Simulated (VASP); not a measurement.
```
BaZrO3
1.0
    4.27055     0.00000     0.00000
    0.00000     4.27055     0.00000
    0.00000     0.00000     4.27055
Ba Zr O
1 1 3
Direct
  0.00000   0.00000   0.00000
  0.50000   0.50000   0.50000
  0.50000   0.00000   0.50000
  0.00000   0.50000   0.50000
  0.50000   0.50000   0.00000
```

Method: RPBE GGA, VASP's PBE PAW potentials (set 64) (plane waves; VASP). Settings: 520 eV cut-off, 6×6×6 Γ-centred mesh, tetrahedra with Blöchl corrections, potentials Ba_sv Zr_sv O.

The cores are frozen, which limits the accuracy of field gradients.

Q: Give the principal components of the electric field gradient (V/Å²) and the asymmetry η at each nucleus.

A: 
| atom | Vxx | Vyy | Vzz | η |
|---|---|---|---|---|
| Ba1 | 0.0 | 0.0 | 0.0 | - |
| Zr2 | 0.0 | 0.0 | 0.0 | - |
| O3 | 2.7 | 2.7 | -5.5 | 0.00 |
| O4 | 2.7 | 2.7 | -5.5 | 0.00 |
| O5 | 2.7 | 2.7 | -5.5 | 0.00 |

The compound is BaZrO3 in the cubic perovskite structure. It was relaxed first, which changed the volume by +6 %.
